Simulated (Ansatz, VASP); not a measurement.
# Cross-check of Ni (Ni(111)) between VASP and Ansatz, part 2 of 2

Aim: how closely do two programs agree when they are given the same cell, functional and k mesh? The cell is taken from a series of runs on this material, whose earlier steps may have relaxed, scaled, displaced or heated it; both programs get it as it stands.

VASP 6.6.1 and Ansatz 0.2.0.

So far: Set-up; Ansatz: single point, PBE.

### 3. VASP: single point, PBE

Level of this step: PBE, spin-polarised from a ferromagnetic start; plane waves and PAW (Ni) (VASP).

The same cell, functional, mesh and smearing now go to VASP, with its own data sets.

Lines of VASP's logs that name or quote its potential files are left out, and so is its time.

File INCAR:

```
SYSTEM = Ni
PREC = Accurate
ENCUT = 520
EDIFF = 1E-06
NELM = 200
ISMEAR = -1
SIGMA = 0.1
LREAL = .FALSE.
ALGO = Normal
GGA = PE
NBANDS = 43
ISPIN = 2
MAGMOM = 0.71 0.71 0.67 0.67 0.71 0.71
LASPH = .TRUE.
LMAXMIX = 4
LORBIT = 11
LWAVE = .FALSE.
LCHARG = .FALSE.
ISIF = 2
LDIPOL = .TRUE.
IDIPOL = 3
DIPOL = 0.5 0.5 0.5
LVHAR = .TRUE.
GGA_COMPAT = .FALSE.
NELMDL = -8
KPAR = 2
```

File POSCAR:

```
Ni
1.0
    2.4890158698      0.0000000000      0.0000000000
    1.2445079349      2.1555509736      0.0000000000
    0.0000000000      0.0000000000     28.1613647377
Ni
6
Direct
    0.3333333334      0.3333333334      0.3195867844
    0.6666666667      0.6666666667      0.3917520706
    0.0000000000      0.0000000000      0.4639173569
    0.3333333334      0.3333333334      0.5360826431
    0.6666666667      0.6666666667      0.6082479294
    0.0000000000      0.0000000000      0.6804132156
```

File KPOINTS:

```
Automatic mesh
0
Gamma
24 24 1
0 0 0
```

The projector-augmented-wave data sets are Ni (PBE family, release 64).

Launch:

```bash
mpirun -np 2 vasp_std
```

Numbers of over 12 decimals in the logs are rounded to 6 here.

Output:

```text
[banner, memory and clock lines left out]
running    2 mpi-ranks, on    1 nodes
 distrk:  each k-point on    1 cores,    2 groups
 distr:  one band on    1 cores,    1 groups

 POSCAR found type information on POSCAR Ni
 POSCAR found :  1 types and       6 ions
 LDA part: xc-table for (Slater+PW92), standard interpolation
 POSCAR, INCAR and KPOINTS ok, starting setup
 FFT: planning ... GRIDC
 FFT: planning ... GRID_SOFT
 FFT: planning ... GRID
 WAVECAR not read
 entering main loop
       N       E                     dE             d eps       ncg     rms          rms(c)
DAV:   1     0.439614674996E+03    0.43961E+03   -0.26858E+04 10500   0.160E+03
DAV:   2    -0.180730492094E+01   -0.44142E+03   -0.41808E+03 10522   0.337E+02
DAV:   3    -0.369419267666E+02   -0.35135E+02   -0.32784E+02 11123   0.131E+02
DAV:   4    -0.375763697172E+02   -0.63444E+00   -0.63293E+00 11472   0.196E+01
DAV:   5    -0.375923570958E+02   -0.15987E-01   -0.15987E-01 15902   0.194E+00
DAV:   6    -0.375924672238E+02   -0.11013E-03   -0.11013E-03 13064   0.190E-01
DAV:   7    -0.375924717893E+02   -0.45655E-05   -0.45653E-05 15294   0.314E-02
DAV:   8    -0.375924718594E+02   -0.70090E-07   -0.70140E-07  7983   0.445E-03    0.237E+01
DAV:   9    -0.409299539717E+02   -0.33375E+01   -0.74797E+01 12187   0.134E+02    0.347E+01
DAV:  10    -0.445322925261E+02   -0.36023E+01   -0.95586E+01 12461   0.152E+02    0.355E+01
DAV:  11    -0.383474760242E+02    0.61848E+01   -0.45892E+01 15971   0.772E+01    0.337E+01
DAV:  12    -0.318228891271E+02    0.65246E+01   -0.10981E+01 13843   0.441E+01    0.753E+00
DAV:  13    -0.317534378794E+02    0.69451E-01   -0.38696E+00 11857   0.243E+01    0.748E+00
DAV:  14    -0.317348978744E+02    0.18540E-01   -0.97937E-01 11709   0.142E+01    0.576E+00
[...]
DAV:  31    -0.317066857704E+02   -0.85411E-03   -0.21945E-05 12084   0.436E-02    0.331E-02
DAV:  32    -0.317071601302E+02   -0.47436E-03   -0.82025E-06 10235   0.231E-02    0.321E-02
DAV:  33    -0.317072340549E+02   -0.73925E-04   -0.84942E-06  7766   0.477E-02    0.900E-03
DAV:  34    -0.317072402052E+02   -0.61503E-05   -0.17739E-06  7678   0.147E-02    0.501E-03
DAV:  35    -0.317072485690E+02   -0.83638E-05   -0.77499E-07  7275   0.484E-03    0.417E-03
DAV:  36    -0.317072665790E+02   -0.18010E-04   -0.23873E-06  7802   0.853E-03    0.154E-03
DAV:  37    -0.317072691222E+02   -0.25431E-05   -0.33965E-07  7292   0.457E-03    0.348E-03
DAV:  38    -0.317072698568E+02   -0.73464E-06   -0.12522E-07  7041   0.516E-03
   1 F= -.31707270E+02 E0= -.31534463E+02  d E =-.345613E+00  mag=     3.8493
```

From OUTCAR (step 3):

```text
ion  position               nearest neighbor table
   1  0.333  0.333  0.320-   2 2.49   2 2.49   2 2.49
   2  0.667  0.667  0.392-   1 2.49   1 2.49   1 2.49   3 2.49   3 2.49   3 2.49
   3  0.000  0.000  0.464-   4 2.49   4 2.49   4 2.49   2 2.49   2 2.49   2 2.49
   4  0.333  0.333  0.536-   3 2.49   3 2.49   3 2.49   5 2.49   5 2.49   5 2.49
   5  0.667  0.667  0.608-   6 2.49   6 2.49   6 2.49   4 2.49   4 2.49   4 2.49
   6  0.000  0.000  0.680-   5 2.49   5 2.49   5 2.49

  LATTYP: Found a hexagonal cell.
 ALAT       =     2.4890158697
 C/A-ratio  =    11.3142568033

 Subroutine GETGRP returns: Found 12 space group operations
 (whereof  6 operations were pure point group operations)

The static configuration has the point symmetry C_3v.
 The point group associated with its full space group is D_3d.

 Found     61 irreducible k-points:

   k-points           NKPTS =     61   k-points in BZ     NKDIM =     61   number of bands    NBANDS=     43

   dimension x,y,z NGX =    20 NGY =   20 NGZ =  210
   dimension x,y,z NGXF=    40 NGYF=   40 NGZF=  420

   ENCUT  =  520.0 eV  38.22 Ry    6.18 a.u.   4.63  4.63 52.36*2*pi/ulx,y,z

   NELECT =      60.0000    total number of electrons

 k-points in reciprocal lattice and weights: Automatic mesh
   0.00000000  0.00000000  0.00000000       0.002
   0.04166667  0.00000000  0.00000000       0.010
   0.08333333  0.00000000  0.00000000       0.010
   0.12500000  0.00000000  0.00000000       0.010
   0.16666667  0.00000000  0.00000000       0.010
   0.20833333  0.00000000  0.00000000       0.010
   0.25000000  0.00000000  0.00000000       0.010
   0.29166667  0.00000000  0.00000000       0.010
   0.33333333 -0.00000000  0.00000000       0.010
[...]
-0.37500000  0.29166667  0.00000000       0.021
  -0.33333333  0.33333333  0.00000000       0.003

 dipolmoment           0.000000      0.000000      0.000004 electrons x Angstroem

 average (electrostatic) potential at core
       1 -89.9119       2 -90.1542       3 -90.1426       4 -90.1426       5 -90.1541
       6 -89.9117

 E-fermi :   1.2308

 spin component 1
 k-point     1 :       0.0000    0.0000    0.0000
  band No.  band energies     occupation
    ...
     32       0.5373      0.99903
     33       0.5373      0.99903
     34       0.6225      0.99772
     35       0.6225      0.99772
     36       0.9300      0.95292
     37       1.3991      0.15673
     38       6.0126      0.00000
     39       6.0156      0.00000
     40       6.8936      0.00000
     41       7.4885      0.00000
    ...

 k-point     2 :       0.0417    0.0000    0.0000
  band No.  band energies     occupation
    ...
     32       0.3839      0.99979
     33       0.5147      0.99922
     34       0.5377      0.99902
     35       0.6239      0.99769
     36       1.1909      0.59843
     37       1.6701      0.01221
     38       6.0662      0.00000
     39       6.0688      0.00000
     40       6.9489      0.00000
     41       7.5302      0.00000
    ...

 k-point     3 :       0.0833    0.0000    0.0000
  band No.  band energies     occupation
    ...
     31       0.2633      0.99994
     32       0.3381      0.99987
     33       0.5389      0.99901
     34       0.6281      0.99759
     35       0.7437      0.99239
     36       1.6249      0.01906
     37       2.2013      0.00006
     38       6.2169      0.00000
     39       6.2372      0.00000
     40       7.1148      0.00000
    ...

 k-point     4 :       0.1250    0.0000    0.0000
  band No.  band energies     occupation
    ...
     31       0.3406      0.99986
     32       0.3974      0.99976
     33       0.5403      0.99900
     34       0.6346      0.99743
     35       1.0606      0.84572
     36       2.1133      0.00015
     37       2.8308      0.00000
     38       6.4645      0.00000
     39       6.5180      0.00000
     40       7.3911      0.00000
    ...

 k-point     5 :       0.1667    0.0000    0.0000
  band No.  band energies     occupation
    ...
     30       0.1377      0.99998
     31       0.3423      0.99986
     32       0.5415      0.99899
     33       0.5726      0.99862
     34       0.6423      0.99722
     35       1.4129      0.13929
     36       2.6419      0.00000
     37       3.5268      0.00000
     38       6.8037      0.00000
     39       6.9108      0.00000
    ...

 k-point     6 :       0.2083    0.0000    0.0000
  band No.  band energies     occupation
    ...
     30       0.1598      0.99998
     31       0.3447      0.99986
     32       0.5421      0.99898
     33       0.6506      0.99699
     34       0.7741      0.98972
     35       1.7965      0.00348
     36       3.2071      0.00000
     37       4.2793      0.00000
     38       7.2279      0.00000
     39       7.4153      0.00000
    ...

  Total       -1.6105461     -1.6105461     -0.6422382      0.0000000     -0.0000000     -0.0000000
  in kB      -17.0782779    -17.0782779     -6.8103123      0.0000000     -0.0000000     -0.0000000
  external PRESSURE =     -13.6556227 kB  Pullay stress =       0.0000000 kB

  energy-cutoff  :      520.00
  volume of cell :      151.09
      direct lattice vectors                 reciprocal lattice vectors
     2.489015870  0.000000000  0.000000000     0.401765217 -0.231959256  0.000000000
     1.244507935  2.155550974  0.000000000     0.000000000  0.463918512  0.000000000
     0.000000000  0.000000000 28.161364738     0.000000000  0.000000000  0.035509643

 POSITION                                       TOTAL-FORCE (eV/Angst)
 -----------------------------------------------------------------------------------
      1.24451      0.71852      9.00000         0.000000      0.000000      0.145447
      2.48902      1.43703     11.03227        -0.000000     -0.000000     -0.130407
      0.00000      0.00000     13.06455         0.000000      0.000000     -0.022012
      1.24451      0.71852     15.09682        -0.000000     -0.000000      0.022012
      2.48902      1.43703     17.12909         0.000000      0.000000      0.130407
      0.00000      0.00000     19.16136        -0.000000     -0.000000     -0.145447
 -----------------------------------------------------------------------------------
    total drift:                                0.000000      0.000000      0.000690

  FREE ENERGIE OF THE ION-ELECTRON SYSTEM (eV)
  ---------------------------------------------------
  free  energy   TOTEN  =       -31.7072698568 eV

  energy  without entropy=      -31.3616564724  energy(sigma->0) =      -31.53446316

 vacuum level on the upper side and lower side of the slab         6.279         6.279

 total charge
# of ion       s       p       d       tot
------------------------------------------
    1        0.488   0.379   8.303   9.170
    2        0.492   0.492   8.314   9.298
    3        0.497   0.495   8.314   9.307
    4        0.497   0.495   8.314   9.307
    5        0.492   0.492   8.314   9.298
    6        0.488   0.379   8.303   9.170
--------------------------------------------------
tot          2.954   2.734  49.862  55.550

 magnetization (x)
# of ion       s       p       d       tot
------------------------------------------
    1       -0.005  -0.023   0.702   0.674
    2       -0.007  -0.025   0.699   0.667
    3       -0.007  -0.025   0.657   0.626
    4       -0.007  -0.025   0.657   0.626
    5       -0.007  -0.025   0.699   0.667
    6       -0.005  -0.023   0.702   0.674
--------------------------------------------------
tot         -0.037  -0.146   4.117   3.934

[... 6 further parts left out ...]
```

### 4. Side by side

Known differences besides the potentials themselves: VASP starts from the moments at which Ansatz ended; the data sets hold 108 valence electrons in Ansatz (on its default PAW (the set named soft_2) files) and 60 in VASP; the cutoff is 420 eV in Ansatz and 520 eV in VASP; site moments are counted in spheres of each program's own size. Total energies have different zeros and are not compared.

Compared:

```
                                   quantity  Ansatz  VASP  difference
                          total moment (μB)    3.93  3.85       +0.08
                         moment on Ni1 (μB)    0.71  0.67       +0.04
                         moment on Ni6 (μB)    0.71  0.67       +0.04
                         moment on Ni5 (μB)    0.71  0.67       +0.04
                         moment on Ni2 (μB)    0.71  0.67       +0.04
                         moment on Ni4 (μB)    0.67  0.63       +0.04
                         moment on Ni3 (μB)    0.67  0.63       +0.04
 work function, lower of the two faces (eV)    5.07  5.05       +0.02
work function, higher of the two faces (eV)    5.07  5.05       +0.02
```

Forces (eV/Å; atoms numbered as in POSCAR):

```
atom        Ansatz x, y, z          VASP x, y, z
 Ni1   0.000, 0.000, 0.145   0.000, 0.000, 0.145
 Ni2  0.000, 0.000, -0.131  0.000, 0.000, -0.130
 Ni3  0.000, 0.000, -0.022  0.000, 0.000, -0.022
 Ni4   0.000, 0.000, 0.022   0.000, 0.000, 0.022
 Ni5   0.000, 0.000, 0.131   0.000, 0.000, 0.130
 Ni6  0.000, 0.000, -0.145  0.000, 0.000, -0.145
```

The forces differ by 0.2 meV/Å r.m.s., which is 0.3 % of the r.m.s. force of 0.066 eV/Å (both taken over all components). Where the cell holds vacuum, a pressure given here is an average over it and none of the material.

### 5. Outcome

| Quantity | Value |
| --- | --- |
| r.m.s. force difference (single point, PBE) | 0.18 meV/Å |

**Reading.** The r.m.s. force difference is 0.18 meV/Å (single point, PBE), within the 12 meV/Å picked in this series as the mark of a large difference. The data sets hold unlike numbers of valence electrons (108 in Ansatz and 60 in VASP), so part of the differences may come from the potentials. How closely two codes agree says nothing of how well the functional describes the real material.

[Lines on the potential files, build, host, timing and source positions are cut from VASP's logs without a mark.]

[Logs are printed without paths, hosts, clocks, repeated set-up lines and the standing remarks that a program may print on its own settings, such as how far it seeks lower states.]

[Hosts, paths, dates, database ids (printed as entryN), source tags and the programs' standing remarks are cut or masked in the printed files.]
